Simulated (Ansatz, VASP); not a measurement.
Given: the input of a run of Ansatz 0.2.0 on Be4NiGe. Atoms were shifted at random by some hundredths of an Å from the given cell, which wasn't relaxed again for these runs. The cell comes from a database or a generator and needn't be the stable form of this composition.

input.yaml

```yaml
crystal:
  lattice:
    - [0.0, 3.065908, 3.065908]
    - [3.065908, 0.0, 3.065908]
    - [3.065908, 3.065908, 0.0]
  atoms:
    - { symbol: Ge, position: [0.010155, 0.004147, 0.001285] }
    - { symbol: Ni, position: [0.248505, 0.260154, 0.24221], spin: 1.0 }
    - { symbol: Be, position: [0.133662, 0.605297, 0.633288] }
    - { symbol: Be, position: [0.628068, 0.621387, 0.618] }
    - { symbol: Be, position: [0.6336, 0.63527, 0.119304] }
    - { symbol: Be, position: [0.628037, 0.133172, 0.627931] }
hamiltonian:
  xc: pbe
  pseudopotentials: { kind: paw }
magnetization:
  spin_polarized: true
kpoints:
  mp_grid: { grid: [8, 8, 8] }
scf:
  occupations: { method: fermi_dirac, width: 0.05 }
output:
  forces: true
  stress: true
  eigenvalues: true
  write_density: true
  write_potential: true
  elf: true
  volumetric_format: npy
```

Potentials or basis: Ansatz PAW.

Run with:

```console
$ ansatz run input.yaml --threads 2 --pin off --max-ram 5120MiB --backend cpu --events-out ev --progress --plain --runs-dir out
```

Task: Set up the same calculation for VASP 6.6.1. Potentials or basis there: PBE PAW files Be, Ge_d, Ni, 520 eV.

Result: As run (cutoffs and basis follow the program's own potentials, and thresholds, step limits or extra output files can differ):

File INCAR:

```
PREC = Accurate
ENCUT = 520
EDIFF = 1E-7
ISMEAR = -1
SIGMA = 0.05
LREAL = F
LASPH = T
NELM = 100
ALGO = Normal
ISIF = 2
LWAVE = F
LCHARG = T
ISPIN = 2
MAGMOM = 0 1 0 0 0 0
LORBIT = 11
LMAXMIX = 4
GGA = PE
LELF = T
LVHAR = T
NBANDS = 29
```

File KPOINTS:

```
regular mesh
0
Gamma
  8 8 8
```

The input POSCAR:

```
Be4NiGe
1.0
    0.0000000000      3.0659080000      3.0659080000
    3.0659080000      0.0000000000      3.0659080000
    3.0659080000      3.0659080000      0.0000000000
Ge Ni Be
1 1 4
Direct
    0.0101550000      0.0041470000      0.0012850000
    0.2485050000      0.2601540000      0.2422100000
    0.1336620000      0.6052970000      0.6332880000
    0.6280680000      0.6213870000      0.6180000000
    0.6336000000      0.6352700000      0.1193040000
    0.6280370000      0.1331720000      0.6279310000
```

Potentials or basis: VASP PAW PBE potentials, release 64 (Ge_d, Ni, Be).

Launch:

```bash
$ cat potpaw_PBE.64/Ge_d/POTCAR potpaw_PBE.64/Ni/POTCAR potpaw_PBE.64/Be/POTCAR > POTCAR
$ mpirun -np 1 vasp_std > vasp.out
```

Both were run:

|  | Ansatz | VASP |
| --- | --- | --- |
| Pressure | -0.1 GPa | 0.0 GPa |
| Largest force | 0.547 eV/Å | 0.544 eV/Å |
| Net moment | 0.00 μB per cell | 0.00 μB per cell |

Ansatz's pressure holds a Pulay term of +0.05 GPa for its cutoff of 420 eV, which the other run lacks.

The potentials hold 40 and 32 valence electrons a cell.

Where Ansatz's input types no cutoff or centring, it takes its own default and a Γ-centred mesh.

The magnetic state is the one that the start led to; the real crystal's order can differ.

Pressure is positive in compression.
